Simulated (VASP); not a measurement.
The system is SnSe2.

```
Sn Se
1.0
     3.84190    0.00000    0.00000
    -1.92095    3.32718    0.00000
     0.00000    0.00000    6.48588
Sn Se
1 2
Direct
  0.00000 0.00000 0.00000
  0.66667 0.33333 0.75710
  0.33333 0.66667 0.24290
```

The cell is a database's computed one.

* Program: VASP 6.6.1
* Task: relaxation of cell and atoms
* Functional: LDA
* Potentials or basis: VASP PAW LDA potentials, release 64 (Sn_d, Se)
* Cutoff: 600 eV
* k mesh: 9 × 9 × 4
* Occupations: gaussian, width 0.02 eV
* Spin: no spin polarisation

At the start: pressure -2.2 GPa; volume 27.64 Å³/atom.

Question: How do energy, volume and symmetry change on relaxing?

Answer: Over 15 steps the energy falls by 21.1 meV/atom and the volume is 24.59 Å³/atom (-11.0 %); space group P-3m1 (No. 164, to 0.05 Å).

Step by step:
| step | energy change (eV) | largest force (eV/Å) | pressure (GPa) | volume (Å³) |
| --- | --- | --- | --- | --- |
| 1 | 0.0000 | 0.0513 | -2.16 | 82.91 |
| 2 | -0.0112 | 0.4574 | 1.51 | 78.52 |
| 3 | -0.0193 | 0.2488 | -0.03 | 80.19 |
| 4 | -0.0241 | 0.1794 | -0.05 | 79.73 |
| 5 | -0.0276 | 0.0434 | -0.08 | 78.85 |
| 6 | -0.0318 | 0.0427 | -0.07 | 78.40 |
| 7 | -0.0433 | 0.0439 | 0.02 | 77.04 |
| 8 | -0.0589 | 0.0515 | 0.50 | 74.30 |
| 9 | -0.0202 | 0.0716 | 3.14 | 68.77 |
| 10 | -0.0589 | 0.1345 | 1.04 | 73.45 |
| 11 | -0.0628 | 0.0223 | 0.32 | 73.66 |
| 12 | -0.0632 | 0.0296 | -0.02 | 73.76 |
| 13 | -0.0632 | 0.0264 | 0.00 | 73.76 |
| 14 | -0.0634 | 0.0187 | 0.00 | 73.76 |
| 15 | -0.0634 | 0.0030 | 0.00 | 73.77 |

Final structure:
```
Sn Se
1.0
     3.80322    0.00000    0.00000
    -1.90161    3.29369    0.00000
     0.00000    0.00000    5.88910
Sn Se
1 2
Cartesian
  0.0000 0.0000 0.0000
  1.9016 1.0979 4.3096
  0.0000 2.1958 1.5795
```
